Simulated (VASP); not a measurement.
Calculation: PBEsol GGA, VASP's PBE PAW potentials (set 64) (plane waves; VASP 6.6.1). Each cell was relaxed at this level, without spin-orbit coupling.

Q: Which of these comes out without a gap?
A. NaI, Fm-3m (225)
B. MgI2, P-3m1 (164)
C. Cu, Fm-3m (225)
D. CuI, F-43m (216)

A: C, Cu, Fm-3m (225). The others have gaps of 1.20 eV (CuI, F-43m (216)), 3.60 eV (NaI, Fm-3m (225)), 3.52 eV (MgI2, P-3m1 (164)).
